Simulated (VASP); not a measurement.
Level of theory: revPBE GGA, VASP's PBE PAW potentials (set 64) (plane waves; VASP).

VASP ran on this input.

File POSCAR:
```
Cs
1
   -3.1524210480     3.1524210480     3.1524210480
    3.1524210480    -3.1524210480     3.1524210480
    3.1524210480     3.1524210480    -3.1524210480
Cs
1
Direct
  0.0000000000   0.0000000000   0.0000000000
```

### INCAR
```
ALGO  =  Normal
EDIFF  =  1E-7
ENCUT  =  520
GGA  =  RE
ISIF  =  2
ISMEAR  =  1
LASPH  =  .True.
LCHARG  =  .False.
LMAXMIX  =  4
LREAL  =  .False.
LWAVE  =  .False.
NELM  =  100
PREC  =  Accurate
SIGMA  =  0.1
SYSTEM  =  Cs
```

KPOINTS:
```
K-points
0
gamma
8 8 8
```

POTCAR, in this order: Cs_sv (PBE.64 set). Program: vasp_std.

Output

File OUTCAR:
```
 ion  position               nearest neighbor table
   1  0.000  0.000  0.000-
  LATTYP: Found a body centered cubic cell.
 ALAT       =     6.3048420960
 Subroutine PRICEL returns:
 Original cell was already a primitive cell.
 Subroutine GETGRP returns: Found 48 space group operations
The static configuration has the point symmetry O_h .
The dynamic configuration has the point symmetry O_h .
 Subroutine INISYM returns: Found 48 space group operations
 Subroutine IBZKPT returns following result:
 Found     29 irreducible k-points:

 Following reciprocal coordinates:
            Coordinates               Weight
  0.000000  0.000000  0.000000      1.000000
  0.125000  0.000000  0.000000     12.000000
  0.250000  0.000000  0.000000     12.000000
  0.375000  0.000000  0.000000     12.000000
  0.500000  0.000000  0.000000      6.000000
  0.125000  0.125000  0.000000     24.000000
  0.250000  0.125000 -0.000000     48.000000
  0.375000  0.125000  0.000000     48.000000
  0.250000  0.250000  0.000000     24.000000
  0.375000  0.250000  0.000000     24.000000
...
```

OSZICAR:
```
       N       E                     dE             d eps       ncg     rms          rms(c)
DAV:   1     0.543173471018E+02    0.54317E+02   -0.29129E+03   464   0.776E+02
DAV:   2     0.364157155055E+01   -0.50676E+02   -0.49677E+02   640   0.119E+02
DAV:   3    -0.682868386221E+00   -0.43244E+01   -0.43232E+01   472   0.446E+01
DAV:   4    -0.739600405340E+00   -0.56732E-01   -0.56731E-01   808   0.597E+00
DAV:   5    -0.739649855712E+00   -0.49450E-04   -0.49450E-04   704   0.113E-01    0.161E-01
DAV:   6    -0.743047427582E+00   -0.33976E-02   -0.18301E-03   728   0.264E-01    0.114E-01
DAV:   7    -0.746660650235E+00   -0.36132E-02   -0.70562E-03   496   0.555E-01    0.318E-02
DAV:   8    -0.746736378569E+00   -0.75728E-04   -0.17765E-04   808   0.102E-01    0.562E-03
DAV:   9    -0.746739856231E+00   -0.34777E-05   -0.44777E-06   720   0.147E-02    0.297E-03
DAV:  10    -0.746740565023E+00   -0.70879E-06   -0.30464E-06   704   0.115E-02    0.639E-04
DAV:  11    -0.746740653451E+00   -0.88428E-07   -0.41137E-07   632   0.422E-03
   1 F= -.74674065E+00 E0= -.74585194E+00  d E =-.266615E-02
```

**OUTCAR**
```
------------------------ aborting loop because EDIFF is reached ----------------------------------------
  FORCE on cell =-STRESS in cart. coord.  units (eV):
  Direction    XX          YY          ZZ          XY          YZ          ZX
  --------------------------------------------------------------------------------------
  Total        0.0405027      0.0405027      0.0405027      0.0000000      0.0000000      0.0000000
  in kB        0.5178475      0.5178475      0.5178475      0.0000000      0.0000000      0.0000000
  external PRESSURE =       0.5178475 kB  Pullay stress =       0.0000000 kB
  volume of cell :      125.31
      direct lattice vectors                 reciprocal lattice vectors
    -3.152421048  3.152421048  3.152421048     0.000000000  0.158608255  0.158608255
     3.152421048 -3.152421048  3.152421048     0.158608255  0.000000000  0.158608255
     3.152421048  3.152421048 -3.152421048     0.158608255  0.158608255  0.000000000
 POSITION                                       TOTAL-FORCE (eV/Angst)
 -----------------------------------------------------------------------------------
      0.00000      0.00000      0.00000        -0.000000      0.000000     -0.000000
 -----------------------------------------------------------------------------------
    total drift:                                0.000000      0.000000      0.000000
  FREE ENERGIE OF THE ION-ELECTRON SYSTEM (eV)
  ---------------------------------------------------
  free  energy   TOTEN  =        -0.7467406535 eV

  energy  without entropy=       -0.7440744989  energy(sigma->0) =       -0.74585194
```
(Selected blocks of OUTCAR.)

The compound is Cs in the bcc structure. This cell is one point of a volume scan, at 0.97 of the reference volume.
